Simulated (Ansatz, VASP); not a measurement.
# HfC in two plane-wave programs

Wanted: the spread between two codes on one cell, functional and k mesh. The cell is taken from a series of runs on this material, whose earlier steps may have relaxed, scaled, displaced or heated it; both programs get it as it stands.

Method: plane waves, with VASP 6.6.1 beside it; zone-centre phonons at LDA, in Ansatz 0.2.0.

### 1. The starting structure

The structure is tetragonal, space group I4/mmm (No. 139). Conventional cell: a = 3.104 Å, b = 3.104 Å, c = 4.645 Å, α = 90.00°, β = 90.00°, γ = 90.00°. C has 6 Hf at 2.19 to 2.32 Å nearest. Nearest to Hf lie 6 C at 2.19 to 2.32 Å. Farther neighbours are not listed.

As a file:

```cif
data_structure
_symmetry_space_group_name_H-M 'P 1'
_symmetry_Int_Tables_number 1
_cell_length_a 3.1955
_cell_length_b 3.1955
_cell_length_c 3.1041
_cell_angle_alpha 60.942
_cell_angle_beta 60.942
_cell_angle_gamma 58.117
_cell_volume 22.38
loop_
_atom_site_label
_atom_site_type_symbol
_atom_site_fract_x
_atom_site_fract_y
_atom_site_fract_z
_atom_site_occupancy
C1 C 0.00000 0.00000 0.00000 1
Hf2 Hf 0.50000 0.50000 0.50000 1
```

### 2. VASP: zone-centre phonons, LDA

Second derivatives magnify differences that forces hide, and they need a tight electronic threshold.

Lines of VASP's logs that name or quote its potential files are left out, and so is its time.

File INCAR:

```
SYSTEM = HfC
PREC = Accurate
ENCUT = 600
EDIFF = 1E-08
NELM = 120
ISMEAR = 1
SIGMA = 0.2
LREAL = .FALSE.
ALGO = Normal
GGA = PW92
NBANDS = 13
LASPH = .TRUE.
LORBIT = 11
LWAVE = .FALSE.
LCHARG = .FALSE.
ISIF = 2
IBRION = 8
GGA_COMPAT = .FALSE.
KPAR = 2
```

File POSCAR:

```
HfC
1.0
    0.0000000000      2.1949176947      2.3223678293
    2.1949176947      0.0000000000      2.3223678293
    2.1949176947      2.1949176947      0.0000000000
C Hf
1 1
Direct
    0.0000000000      0.0000000000      0.0000000000
    0.5000000000      0.5000000000      0.5000000000
```

File KPOINTS:

```
Automatic mesh
0
Gamma
16 16 16
0 0 0
```

PAW data sets: C and Hf_pv (LDA family, release 64).

Launch:

```console
mpirun -np 2 vasp_std
```

Numbers of over 12 decimals in the logs are rounded to 6 here.

The log of the run:

```text
[banner, memory and clock lines left out]
running    2 mpi-ranks, on    1 nodes
 distrk:  each k-point on    1 cores,    2 groups
 distr:  one band on    1 cores,    1 groups

 POSCAR found type information on POSCAR C Hf
 POSCAR found :  2 types and       2 ions
|                                                                             |
|               ----> ADVICE to this user running VASP <----                  |
|                                                                             |
|     You enforced a specific xc type in the INCAR file but a different       |
|     [... a line on the potential file left out ...]
|     I HOPE YOU KNOW WHAT YOU ARE DOING!                                     |
|                                                                             |

 LDA part: xc-table for (Slater(with rela. corr.)+PW92), standard interpolation
 POSCAR, INCAR and KPOINTS ok, starting setup
 FFT: planning ... GRIDC
 FFT: planning ... GRID_SOFT
 FFT: planning ... GRID
 WAVECAR not read
 entering main loop
       N       E                     dE             d eps       ncg     rms          rms(c)
DAV:   1     0.245647564594E+02    0.24565E+02   -0.87403E+03  9106   0.120E+03
DAV:   2    -0.241452243518E+02   -0.48710E+02   -0.45759E+02 11287   0.223E+02
DAV:   3    -0.258183794009E+02   -0.16732E+01   -0.16637E+01 11260   0.297E+01
DAV:   4    -0.258269489896E+02   -0.85696E-02   -0.85686E-02 10260   0.251E+00
DAV:   5    -0.258270058519E+02   -0.56862E-04   -0.56861E-04 11350   0.185E-01    0.725E+01
DAV:   6    -0.227775674425E+02    0.30494E+01   -0.13403E+01 10429   0.199E+01    0.499E+01
DAV:   7    -0.227289752529E+02    0.48592E-01   -0.56398E-01 10789   0.529E+00    0.250E+01
DAV:   8    -0.227157778865E+02    0.13197E-01   -0.33739E-02 11264   0.149E+00    0.420E+00
DAV:   9    -0.227128046504E+02    0.29732E-02   -0.16099E-02 10794   0.679E-01    0.168E+00
DAV:  10    -0.227124376730E+02    0.36698E-03   -0.12370E-03 10794   0.259E-01    0.105E-01
DAV:  11    -0.227124378503E+02   -0.17733E-06   -0.54286E-05 10984   0.658E-02    0.603E-02
DAV:  12    -0.227124374626E+02    0.38767E-06   -0.10613E-06 11315   0.899E-03    0.368E-03
DAV:  13    -0.227124374164E+02    0.46221E-07   -0.17465E-07 10934   0.256E-03    0.521E-04
DAV:  14    -0.227124374175E+02   -0.10923E-08   -0.65488E-09  7102   0.678E-04
   1 F= -.22712437E+02 E0= -.22712589E+02  d E =0.455525E-03
 Linear response reoptimize wavefunctions to high precision
DAV:   1    -0.227124374177E+02   -0.18645E-09   -0.32964E-10  7592   0.183E-04
DAV:   2    -0.227124374177E+02   -0.86402E-11   -0.34434E-11  6242   0.508E-05
 Linear response DOF=           4
 Linear response progress:
  Degree of freedom:   1/  4
       N       E                     dE             d eps       ncg     rms          rms(c)
RMM:   1    -0.127112480083E+00   -0.12711E+00    0.17997E-02 35288   0.207E+00
RMM:   2    -0.121136900725E+00    0.59756E-02   -0.39489E-03 25873   0.385E-01    0.617E-01
RMM:   3    -0.121426971371E+00   -0.29007E-03   -0.87553E-04 23392   0.173E-01    0.322E-01
RMM:   4    -0.122519705126E+00   -0.10927E-02   -0.54259E-04 24025   0.131E-01    0.446E-02
RMM:   5    -0.122503921229E+00    0.15784E-04   -0.14567E-05 26616   0.282E-02    0.123E-02
RMM:   6    -0.122508489006E+00   -0.45678E-05   -0.40813E-07 28744   0.436E-03    0.316E-03
RMM:   7    -0.122493534926E+00    0.14954E-04   -0.12310E-07 27455   0.239E-03    0.233E-03
RMM:   8    -0.122497156565E+00   -0.36216E-05   -0.19281E-08 29636   0.606E-04    0.255E-04
RMM:   9    -0.122496494159E+00    0.66241E-06   -0.87671E-09 30844   0.148E-04    0.201E-04
RMM:  10    -0.122496502433E+00   -0.82736E-08   -0.36743E-09 31585   0.633E-05    0.105E-04
 first order change of Fermi-energy  -0.12374E-02
 force on displaced ion       1 direction 1 : -14.330   0.000   0.000
 Linear response progress:
  Degree of freedom:   2/  4
       N       E                     dE             d eps       ncg     rms          rms(c)
RMM:   1    -0.121182048148E+00   -0.12118E+00    0.33201E-02 20044   0.189E+00
RMM:   2    -0.118679314779E+00    0.25027E-02   -0.26274E-03 14548   0.331E-01    0.312E-01
RMM:   3    -0.118965656863E+00   -0.28634E-03   -0.65620E-04 12945   0.148E-01    0.156E-01
RMM:   4    -0.119923392912E+00   -0.95774E-03   -0.45076E-04 13239   0.119E-01    0.291E-02
RMM:   5    -0.119929667479E+00   -0.62746E-05   -0.10945E-05 15345   0.228E-02    0.977E-03
RMM:   6    -0.119927607760E+00    0.20597E-05   -0.33889E-07 16101   0.365E-03    0.288E-03
RMM:   7    -0.119920381924E+00    0.72258E-05   -0.58214E-08 15719   0.157E-03    0.191E-03
RMM:   8    -0.119920780896E+00   -0.39897E-06   -0.12995E-08 16798   0.429E-04    0.423E-04
RMM:   9    -0.119921091033E+00   -0.31014E-06   -0.10003E-08 16714   0.121E-04    0.908E-05
RMM:  10    -0.119921110238E+00   -0.19205E-07   -0.59985E-09 17220   0.584E-05    0.304E-05
RMM:  11    -0.119921130113E+00   -0.19875E-07   -0.68677E-09 16800   0.487E-05    0.110E-05
RMM:  12    -0.119921134265E+00   -0.41526E-08   -0.21306E-08 13130   0.459E-05    0.453E-06
 first order change of Fermi-energy   0.29428E-02
 force on displaced ion       1 direction 3 :   0.000   0.000  -6.076
 Linear response progress:
  Degree of freedom:   3/  4
       N       E                     dE             d eps       ncg     rms          rms(c)
RMM:   1    -0.209177322798E+00   -0.20918E+00    0.40171E+00 18011   0.119E+01
RMM:   2    -0.202734402269E+00    0.64429E-02   -0.29630E-02 25030   0.125E+00    0.642E-01
RMM:   3    -0.201993015784E+00    0.74139E-03   -0.87184E-04 30684   0.151E-01    0.306E-01
RMM:   4    -0.201434618166E+00    0.55840E-03   -0.93046E-05 32793   0.594E-02    0.152E-01
RMM:   5    -0.201085859192E+00    0.34876E-03   -0.27440E-05 34294   0.336E-02    0.172E-02
RMM:   6    -0.201089503745E+00   -0.36446E-05   -0.39826E-06 32369   0.115E-02    0.105E-02
RMM:   7    -0.201093847734E+00   -0.43440E-05   -0.24013E-06 36044   0.262E-03    0.883E-03
RMM:   8    -0.201094677163E+00   -0.82943E-06   -0.59250E-06 36169   0.685E-04    0.269E-03
RMM:   9    -0.201095704947E+00   -0.10278E-05   -0.44861E-06 36265   0.364E-04    0.291E-04
RMM:  10    -0.201095992716E+00   -0.28777E-06   -0.26538E-06 35983   0.157E-04    0.991E-05
RMM:  11    -0.201096049191E+00   -0.56475E-07   -0.13321E-06 37865   0.936E-05    0.677E-05
RMM:  12    -0.201096077547E+00   -0.28356E-07   -0.78268E-07 36690   0.737E-05    0.354E-05
RMM:  13    -0.201096083570E+00   -0.60233E-08   -0.46196E-07 34310   0.653E-05    0.137E-05
RMM:  14    -0.201096084730E+00   -0.11602E-08   -0.32607E-07 29518   0.611E-05    0.145E-05
[...]
RMM:  19    -0.201096088764E+00    0.33874E-10   -0.14025E-07 23759   0.572E-05    0.741E-07
RMM:  20    -0.201096089179E+00   -0.41457E-09   -0.13754E-07 23280   0.571E-05    0.160E-07
RMM:  21    -0.201096089285E+00   -0.10592E-09   -0.13716E-07 22662   0.570E-05    0.828E-07
RMM:  22    -0.201096089114E+00    0.17072E-09   -0.13309E-07 22079   0.570E-05    0.269E-07
RMM:  23    -0.201096089145E+00   -0.31401E-10   -0.13253E-07 21625   0.570E-05    0.339E-07
RMM:  24    -0.201096089084E+00    0.61923E-10   -0.13310E-07 21183   0.570E-05    0.298E-07
RMM:  25    -0.201096089162E+00   -0.78582E-10   -0.13263E-07 20762   0.570E-05    0.234E-07
RMM:  26    -0.201096089135E+00    0.27076E-10   -0.13079E-07 20375   0.570E-05    0.973E-08
 first order change of Fermi-energy   0.16773E-02
 force on displaced ion       2 direction 1 : -14.331   0.000   0.000
 Linear response progress:
  Degree of freedom:   4/  4
       N       E                     dE             d eps       ncg     rms          rms(c)
RMM:   1    -0.213448544259E+00   -0.21345E+00    0.35149E+00 10452   0.113E+01
RMM:   2    -0.208997297506E+00    0.44512E-02   -0.27771E-02 14053   0.120E+00    0.392E-01
RMM:   3    -0.208483024188E+00    0.51427E-03   -0.76636E-04 17130   0.131E-01    0.147E-01
RMM:   4    -0.208116015643E+00    0.36701E-03   -0.48909E-05 18298   0.386E-02    0.942E-02
RMM:   5    -0.207775975902E+00    0.34004E-03   -0.17092E-05 18713   0.273E-02    0.101E-02
RMM:   6    -0.207771229421E+00    0.47465E-05    0.26935E-06 18990   0.691E-03    0.392E-03
RMM:   7    -0.207781073823E+00   -0.98444E-05    0.20263E-07 19358   0.171E-03    0.354E-03
RMM:   8    -0.207781865036E+00   -0.79121E-06   -0.11250E-06 19649   0.437E-04    0.379E-04
RMM:   9    -0.207781962261E+00   -0.97225E-07   -0.82529E-07 20230   0.191E-04    0.405E-05
RMM:  10    -0.207782102279E+00   -0.14002E-06   -0.45074E-07 20069   0.101E-04    0.447E-05
RMM:  11    -0.207782120513E+00   -0.18234E-07   -0.21388E-07 21319   0.679E-05    0.455E-05
RMM:  12    -0.207782130548E+00   -0.10035E-07   -0.15740E-08 19522   0.587E-05    0.110E-05
RMM:  13    -0.207782129612E+00    0.93626E-09   -0.67821E-08 16692   0.551E-05    0.572E-06
 first order change of Fermi-energy  -0.27064E-02
 force on displaced ion       2 direction 3 :   0.000   0.000  -6.079
 Linear response finished
```

Parts of OUTCAR (step 2):

```text
ion  position               nearest neighbor table
   1  0.000  0.000  0.000-   2 2.19   2 2.19   2 2.19   2 2.19   2 2.32   2 2.32
   2  0.500  0.500  0.500-   1 2.19   1 2.19   1 2.19   1 2.19   1 2.32   1 2.32

  LATTYP: Found a body centered tetragonal cell.
 ALAT       =     3.1040823721
 C/A-ratio  =     1.4963313153

 Subroutine GETGRP returns: Found 16 space group operations
 (whereof 16 operations were pure point group operations)

The static configuration has the point symmetry D_4h.

 Found    349 irreducible k-points:

   k-points           NKPTS =    349   k-points in BZ     NKDIM =    349   number of bands    NBANDS=     13

   dimension x,y,z NGX =    28 NGY =   28 NGZ =   28
   dimension x,y,z NGXF=    56 NGYF=   56 NGZF=   56

   ENCUT  =  600.0 eV  44.10 Ry    6.64 a.u.   6.38  6.38  6.20*2*pi/ulx,y,z

   NELECT =      14.0000    total number of electrons

 k-points in reciprocal lattice and weights: Automatic mesh
   0.00000000  0.00000000  0.00000000       0.000
   0.06250000  0.00000000  0.00000000       0.002
   0.12500000  0.00000000  0.00000000       0.002
   0.18750000  0.00000000  0.00000000       0.002
   0.25000000  0.00000000  0.00000000       0.002
   0.31250000  0.00000000  0.00000000       0.002
   0.37500000  0.00000000  0.00000000       0.002
   0.43750000  0.00000000  0.00000000       0.002
   0.50000000  0.00000000  0.00000000       0.001
[...]
-0.31250000  0.18750000  0.50000000       0.001
  -0.25000000  0.25000000  0.50000000       0.000

 average (electrostatic) potential at core
       1 -50.8811       2 -34.1815

  Total        4.6483746      4.6483746      0.0474338      0.0000000      0.0000000      0.0000000
  in kB      332.8236791    332.8236791      3.3962627      0.0000000      0.0000000      0.0000000
  external PRESSURE =     223.0145403 kB  Pullay stress =       0.0000000 kB

  energy-cutoff  :      600.00
  volume of cell :       22.38
      direct lattice vectors                 reciprocal lattice vectors
     0.000000000  2.194917695  2.322367829    -0.227798975  0.227798975  0.215297505
     2.194917695  0.000000000  2.322367829     0.227798975 -0.227798975  0.215297505
     2.194917695  2.194917695  0.000000000     0.227798975  0.227798975 -0.215297505

 POSITION                                       TOTAL-FORCE (eV/Angst)
 -----------------------------------------------------------------------------------
      0.00000      0.00000      0.00000         0.000000      0.000000      0.000000
      2.19492      2.19492      2.32237        -0.000000     -0.000000      0.000000
 -----------------------------------------------------------------------------------
    total drift:                                0.000000      0.000000      0.000000

 Eigenvectors and eigenvalues of the dynamical matrix
 ----------------------------------------------------

   1 f  =   17.640881 THz   110.840924 2PiTHz  588.436447 cm-1    72.956788 meV
             X         Y         Z           dx          dy          dz
      0.000000  0.000000  0.000000    -0.967959    0.000000    0.000000
      2.194918  2.194918  2.322368     0.251108    0.000000    0.000000

   2 f  =   17.640881 THz   110.840924 2PiTHz  588.436447 cm-1    72.956788 meV
             X         Y         Z           dx          dy          dz
      0.000000  0.000000  0.000000     0.000000   -0.967959   -0.000000
      2.194918  2.194918  2.322368     0.000000    0.251108    0.000000

   3 f  =   11.487477 THz    72.177949 2PiTHz  383.180999 cm-1    47.508368 meV
             X         Y         Z           dx          dy          dz
      0.000000  0.000000  0.000000     0.000000    0.000000   -0.967947
      2.194918  2.194918  2.322368     0.000000    0.000000    0.251154

   4 f/i=    0.000213 THz     0.001336 2PiTHz    0.007092 cm-1     0.000879 meV
             X         Y         Z           dx          dy          dz
      0.000000  0.000000  0.000000     0.000000   -0.251108    0.000000
      2.194918  2.194918  2.322368     0.000000   -0.967959    0.000000

   5 f/i=    0.000213 THz     0.001336 2PiTHz    0.007092 cm-1     0.000879 meV
             X         Y         Z           dx          dy          dz
      0.000000  0.000000  0.000000     0.251108    0.000000    0.000000
      2.194918  2.194918  2.322368     0.967959    0.000000    0.000000

   6 f/i=    0.000676 THz     0.004249 2PiTHz    0.022555 cm-1     0.002796 meV
             X         Y         Z           dx          dy          dz
      0.000000  0.000000  0.000000     0.000000    0.000000    0.251154
      2.194918  2.194918  2.322368     0.000000    0.000000    0.967947

 ELASTIC MODULI CONTR FROM IONIC RELAXATION (kBar)
 Direction    XX          YY          ZZ          XY          YZ          ZX
 --------------------------------------------------------------------------------
 XX           0.0000      0.0000      0.0000      0.0000      0.0000      0.0000
 YY           0.0000      0.0000      0.0000      0.0000      0.0000      0.0000
 ZZ           0.0000      0.0000      0.0000      0.0000      0.0000      0.0000
 XY           0.0000      0.0000      0.0000      0.0000      0.0000      0.0000
 YZ           0.0000      0.0000      0.0000      0.0000      0.0000      0.0000
 ZX           0.0000      0.0000      0.0000      0.0000      0.0000      0.0000
 --------------------------------------------------------------------------------
```

Harder data sets than Hf_pv exist (the GW ones), and pressures, volumes and forces can shift noticeably with them.

(Continued in part 2 of 2.)

[Lines on the potential files, build, host, timing and source positions are cut from VASP's logs without a mark.]

[Logs are printed without paths, hosts, clocks, repeated set-up lines and the standing remarks that a program may print on its own settings, such as how far it seeks lower states.]

[Hosts, paths, dates, database ids (printed as entryN), source tags and the programs' standing remarks are cut or masked in the printed files.]
